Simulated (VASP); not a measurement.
Input:

```
CELL_PARAMETERS angstrom
      4.12450     0.00000     0.00000
     -2.06225     3.57192     0.00000
      0.00000     0.00000     6.72045
ATOMIC_POSITIONS crystal
  Cd 0.66667 0.33333 0.99951
  Cd 0.33333 0.66667 0.49951
  S  0.66667 0.33333 0.37549
  S  0.33333 0.66667 0.87549
```

Calculation: PBEsol GGA, VASP's PBE PAW potentials (set 64) (plane waves; VASP 6.6.1). Settings: 530 eV cut-off, 6×6×3 Γ-centred mesh, Gaussian smearing of 0.050 eV, potentials Cd S.

Q: Give the elastic stiffness tensor with the ions relaxed (GPa, in the frame of the cell).

A: 
```tsv
	xx	yy	zz	yz	xz	xy
xx	85.7	53.2	45.9	0.0	0.0	0.0
yy	53.2	85.7	45.9	0.0	0.0	0.0
zz	45.9	45.9	96.2	0.0	0.0	0.0
yz	0.0	0.0	0.0	14.8	0.0	0.0
xz	0.0	0.0	0.0	0.0	14.8	0.0
xy	0.0	0.0	0.0	0.0	0.0	16.2
```

Q: What does the run give for the Hill bulk modulus, Hill shear modulus, Young's modulus, Poisson's ratio?

A: 
```
Item                  Result
------------------  --------
Hill bulk modulus   62.0 GPa
Hill shear modulus  170 kbar
Young's modulus     46.7 GPa
Poisson's ratio        0.374
```

The structure comes from a measured CdS entry (P6_3mc) of the Crystallography Open Database, whose conditions weren't checked. It was relaxed first.
